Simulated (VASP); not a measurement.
Output of a VASP run:

### OSZICAR
```
...
DAV:  96    -0.801039524198E+02    0.13604E-02   -0.44266E-05   668   0.513E-02    0.395E-02
DAV:  97    -0.801044972256E+02   -0.54481E-03   -0.18163E-04   900   0.966E-02    0.409E-02
DAV:  98    -0.801044272624E+02    0.69963E-04   -0.11197E-04   896   0.770E-02    0.446E-02
DAV:  99    -0.801042619065E+02    0.16536E-03   -0.41296E-05   684   0.471E-02    0.429E-02
DAV: 100    -0.801042715452E+02   -0.96387E-05   -0.96865E-07   528   0.803E-03
   1 F= -.80104272E+02 E0= -.80104391E+02  d E =-.801043E+02
       N       E                     dE             d eps       ncg     rms          rms(c)
DAV:   1    -0.800993989656E+02    0.48629E-02   -0.12829E+00   896   0.719E+00    0.122E-01
DAV:   2    -0.801218273743E+02   -0.22428E-01   -0.14581E-02   916   0.785E-01    0.667E-02
DAV:   3    -0.801100842873E+02    0.11743E-01   -0.59134E-03   900   0.549E-01    0.465E-02
DAV:   4    -0.801162996677E+02   -0.62154E-02   -0.14053E-03   928   0.239E-01    0.398E-02
DAV:   5    -0.801144026713E+02    0.18970E-02   -0.18493E-03   896   0.321E-01    0.289E-02
DAV:   6    -0.801115999500E+02    0.28027E-02   -0.12546E-03   920   0.255E-01    0.281E-02
DAV:   7    -0.801114897960E+02    0.11015E-03   -0.68277E-05   880   0.598E-02    0.324E-02
DAV:   8    -0.801138489754E+02   -0.23592E-02   -0.23643E-04   940   0.927E-02    0.332E-02
DAV:   9    -0.801082741919E+02    0.55748E-02   -0.10319E-02   896   0.641E-01    0.218E-02
DAV:  10    -0.801091690208E+02   -0.89483E-03   -0.35524E-04   944   0.135E-01    0.344E-02
DAV:  11    -0.801091809788E+02   -0.11958E-04   -0.29416E-05   668   0.401E-02    0.354E-02
DAV:  12    -0.801087843488E+02    0.39663E-03   -0.19739E-04   896   0.110E-01    0.363E-02
DAV:  13    -0.801087617548E+02    0.22594E-04   -0.66446E-06   576   0.220E-02    0.350E-02
DAV:  14    -0.801089682744E+02   -0.20652E-03   -0.86120E-04   896   0.200E-01    0.258E-02
DAV:  15    -0.801104103295E+02   -0.14421E-02   -0.96162E-04   896   0.225E-01    0.158E-02
DAV:  16    -0.801111238459E+02   -0.71352E-03   -0.86635E-04   896   0.210E-01    0.988E-03
DAV:  17    -0.801114698393E+02   -0.34599E-03   -0.13108E-04   908   0.965E-02    0.501E-03
DAV:  18    -0.801113694468E+02    0.10039E-03   -0.82346E-05   800   0.781E-02    0.634E-03
DAV:  19    -0.801115116174E+02   -0.14217E-03   -0.35067E-05   640   0.461E-02    0.558E-03
DAV:  20    -0.801117097176E+02   -0.19810E-03   -0.97363E-05   744   0.727E-02    0.445E-03
DAV:  21    -0.801117147745E+02   -0.50569E-05   -0.24543E-05   648   0.385E-02
   2 F= -.80111715E+02 E0= -.80111895E+02  d E =-.744323E-02
       N       E                     dE             d eps       ncg     rms          rms(c)
DAV:   1    -0.800805279315E+02    0.31182E-01   -0.11533E+01   896   0.215E+01    0.333E-01
DAV:   2    -0.801003195674E+02   -0.19792E-01   -0.11335E-01   952   0.219E+00    0.163E-01
DAV:   3    -0.801183342487E+02   -0.18015E-01   -0.39412E-02   900   0.123E+00    0.114E-01
DAV:   4    -0.801086333351E+02    0.97009E-02   -0.62355E-03   904   0.468E-01    0.716E-02
DAV:   5    -0.801116720736E+02   -0.30387E-02   -0.24668E-03   896   0.346E-01    0.343E-02
DAV:   6    -0.801155803297E+02   -0.39083E-02   -0.28001E-03   896   0.312E-01    0.118E-02
DAV:   7    -0.801154361730E+02    0.14416E-03   -0.16089E-04   928   0.101E-01    0.919E-03
DAV:   8    -0.801156666048E+02   -0.23043E-03   -0.35985E-05   672   0.506E-02    0.459E-03
DAV:   9    -0.801156716281E+02   -0.50233E-05   -0.19154E-05   652   0.299E-02
   3 F= -.80115672E+02 E0= -.80115828E+02  d E =-.114001E-01
```

### OUTCAR
```
------------------------ aborting loop because EDIFF is reached ----------------------------------------
  FORCE on cell =-STRESS in cart. coord.  units (eV):
  Direction    XX          YY          ZZ          XY          YZ          ZX
  --------------------------------------------------------------------------------------
  Total       -1.6398980     -1.6398984     -0.2901094      0.0000000     -0.0000000     -0.0000000
  in kB      -12.9074315    -12.9074345     -2.2834146      0.0000000     -0.0000000     -0.0000000
  external PRESSURE =      -9.3660935 kB  Pullay stress =       0.0000000 kB
  volume of cell :      203.56
      direct lattice vectors                 reciprocal lattice vectors
     2.991103423  0.000000000  0.000000000     0.334324782  0.193022481  0.000000000
    -1.495551711  2.590371847  0.000000000     0.000000000  0.386044962  0.000000000
     0.000000000  0.000000000 26.272055134     0.000000000  0.000000000  0.038063258
 POSITION                                       TOTAL-FORCE (eV/Angst)
 -----------------------------------------------------------------------------------
      1.49555      0.86346     11.75442         0.000000     -0.000000      0.027420
     -0.00000      1.72692      8.89708         0.000000     -0.000000     -0.026892
      1.49555      0.86346     17.37498        -0.000000      0.000000      0.026892
     -0.00000      1.72692     14.51764        -0.000000      0.000000     -0.027420
 -----------------------------------------------------------------------------------
    total drift:                                0.000000      0.000000      0.000000
  FREE ENERGIE OF THE ION-ELECTRON SYSTEM (eV)
  ---------------------------------------------------
  free  energy   TOTEN  =       -80.1156716281 eV

  energy  without entropy=      -80.1161421669  energy(sigma->0) =      -80.11582847

 reached required accuracy - stopping structural energy minimisation
```
(Selected blocks of OUTCAR.)

**POSCAR**
```
Cd(001) slab
1
    2.9911034226     0.0000000000     0.0000000000
   -1.4955517113     2.5903718471     0.0000000000
    0.0000000000     0.0000000000    26.2720551342
Cd
4
Direct
  0.6666670000   0.3333330000   0.4464560000
  0.3333330000   0.6666670000   0.3393670000
  0.6666670000   0.3333330000   0.6606330000
  0.3333330000   0.6666670000   0.5535440000
```

**Question.** Reconstruct the remaining input files.

**Answer.** One answer among several that fit: the input of the run itself, r2SCAN meta-GGA, plane waves, VASP's PBE PAW potentials (set 64).

**KPOINTS**
```
Automatic mesh
0
Gamma
11 11 1
0 0 0
```

**INCAR**
```
# general
SYSTEM   =  Cd(001) slab
PREC     =  Normal
ENCUT    =  400
LREAL    =  F
LASPH    =  T

# electronic loop
EDIFF    =  1E-5
NELM     =  100
NELMIN   =  4
ALGO     =  Normal
LMAXMIX  =  4
LMIXTAU  =  T

# smearing
ISMEAR   =  1
SIGMA    =  0.1

# functional
METAGGA  =  R2SCAN

# ions
IBRION   =  2
NSW      =  50
ISIF     =  2
EDIFFG   =  -0.03

# output
LWAVE    =  T
LCHARG   =  F

# other
LDIPOL   =  T
IDIPOL   =  3
DIPOL    =  0.5 0.5 0.5
```

POTCAR, in this order: Cd (PBE.64 set). Program: vasp_std.

The cell is a thin slab with vacuum, built from Cd (hcp): (001) face.
